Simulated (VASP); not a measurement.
Method: PBEsol GGA, VASP's PBE PAW potentials (set 64) (plane waves; VASP 6.6.1).

The input files of a VASP run:

File KPOINTS:
```
Automatic mesh
0
Gamma
14 14 14
0 0 0
```

### INCAR
```
SYSTEM = Pm
PREC = Accurate
ENCUT = 400
EDIFF = 1E-7
NELM = 100
ALGO = Normal
LREAL = .FALSE.
LASPH = .TRUE.
ISMEAR = -5
GGA = PS
LMAXMIX = 6
LWAVE = .FALSE.
LCHARG = .TRUE.
LORBIT = 11
NEDOS = 601
ISIF = 2
```

File POSCAR:
```
Pm
3.4749330
 -0.5773503438   0.5773503438   0.5773503438
  0.5773503438  -0.5773503438   0.5773503438
  0.5773503438   0.5773503438  -0.5773503438
Pm
1
Cart
  0.5773503438   0.5773503438  -0.5773503438
```

POTCAR, in this order: Pm_3 (PBE.64 set). Program: vasp_std.

What VASP printed:

OSZICAR:
```
       N       E                     dE             d eps       ncg     rms          rms(c)
DAV:   1     0.140014879832E+02    0.14001E+02   -0.45183E+03  1928   0.832E+02
DAV:   2    -0.465192233920E+01   -0.18653E+02   -0.18380E+02  2285   0.131E+02
DAV:   3    -0.500288300761E+01   -0.35096E+00   -0.34446E+00  2442   0.145E+01
DAV:   4    -0.500599957385E+01   -0.31166E-02   -0.30394E-02  2537   0.110E+00
DAV:   5    -0.500601854578E+01   -0.18972E-04   -0.19718E-04  2377   0.614E-02    0.176E+01
DAV:   6    -0.499681128878E+01    0.92073E-02   -0.18789E-02  1953   0.111E+00    0.107E+01
DAV:   7    -0.499680404251E+01    0.72463E-05   -0.25111E-02  1949   0.126E+00    0.213E-01
DAV:   8    -0.499625065008E+01    0.55339E-03   -0.19702E-03  1980   0.380E-01    0.216E-02
DAV:   9    -0.499625069971E+01   -0.49628E-07   -0.21050E-05  2259   0.461E-02    0.711E-03
DAV:  10    -0.499625158168E+01   -0.88198E-06   -0.82804E-07  2068   0.795E-03    0.627E-03
DAV:  11    -0.499625117655E+01    0.40514E-06   -0.16958E-07  1405   0.367E-03    0.523E-04
DAV:  12    -0.499625116267E+01    0.13880E-07   -0.10404E-08  1035   0.108E-03
   1 F= -.49962512E+01 E0= -.49962512E+01  d E =0.000000E+00
```

### OUTCAR
```
------------------------ aborting loop because EDIFF is reached ----------------------------------------
  FORCE on cell =-STRESS in cart. coord.  units (eV):
  Direction    XX          YY          ZZ          XY          YZ          ZX
  --------------------------------------------------------------------------------------
  Total        0.0288045      0.0288045      0.0288045     -0.0000000      0.0000000      0.0000000
  in kB        1.4287382      1.4287382      1.4287382     -0.0000000      0.0000000      0.0000000
  external PRESSURE =       1.4287382 kB  Pullay stress =       0.0000000 kB
  volume of cell :       32.30
      direct lattice vectors                 reciprocal lattice vectors
    -2.006253762  2.006253762  2.006253762     0.000000000  0.249220716  0.249220716
     2.006253762 -2.006253762  2.006253762     0.249220716  0.000000000  0.249220716
     2.006253762  2.006253762 -2.006253762     0.249220716  0.249220716  0.000000000
 POSITION                                       TOTAL-FORCE (eV/Angst)
 -----------------------------------------------------------------------------------
      0.00000      0.00000      0.00000        -0.000000     -0.000000      0.000000
 -----------------------------------------------------------------------------------
    total drift:                                0.000000      0.000000      0.000000
  FREE ENERGIE OF THE ION-ELECTRON SYSTEM (eV)
  ---------------------------------------------------
  free  energy   TOTEN  =        -4.9962511627 eV

  energy  without entropy=       -4.9962511627  energy(sigma->0) =       -4.99625116

 total charge

# of ion       s       p       d       tot
------------------------------------------
    1        2.270   6.076   1.192   9.538
```
(Selected blocks of OUTCAR.)

OUTCAR:
```
 val. band max:        3.3748337608   @ k =  -0.3571  -0.3571   0.0714

 cond. band min:       3.3530152774   @ k =  -0.2857   0.4286   0.0714


 Fermi energy:         3.3631586922

 k-point     1 :       0.0000    0.0000    0.0000
  band No.  band energies     occupation
      1     -36.0253      2.00000
      2     -15.7144      2.00000
      3     -15.7144      2.00000
      4     -15.7144      2.00000
      5      -0.8534      2.00000
      6       4.9286      0.00000
      7       4.9286      0.00000
      8       4.9286      0.00000
      9       7.3097      0.00000

 k-point     2 :       0.0714    0.0000    0.0000
  band No.  band energies     occupation
      1     -36.0181      2.00000
      2     -15.7789      2.00000
      3     -15.7334      2.00000
      4     -15.7150      2.00000
      5      -0.6865      2.00000
      6       4.8067      0.00000
      7       4.8850      0.00000
      8       5.0969      0.00000
      9       7.0977      0.00000

 k-point     3 :       0.1429    0.0000    0.0000
  band No.  band energies     occupation
      1     -35.9979      2.00000
      2     -15.9552      2.00000
      3     -15.7863      2.00000
      4     -15.7168      2.00000
      5      -0.2233      2.00000
      6       4.4948      0.00000
      7       4.6924      0.00000
      8       5.5936      0.00000
      9       6.7985      0.00000

 k-point     4 :       0.2143    0.0000    0.0000
  band No.  band energies     occupation
      1     -35.9684      2.00000
      2     -16.1992      2.00000
      3     -15.8613      2.00000
      4     -15.7194      2.00000
      5       0.4130      2.00000
      6       4.1025      0.00000
      7       4.3702      0.00000
      8       6.3945      0.00000
      9       6.7949      0.00000

 k-point     5 :       0.2857    0.0000    0.0000
  band No.  band energies     occupation
      1     -35.9355      2.00000
      2     -16.4573      2.00000
      3     -15.9428      2.00000
...
```

The 4f electrons are frozen in the core of the lanthanide potential, so 4f levels, which can set the real gap, and their magnetism are missing. For a metal the tetrahedron method with Blöchl corrections gives inexact stress and forces.

The structure was generated: Pm was put into the bcc type (Im-3m), which need not be its known phase. It was relaxed first.
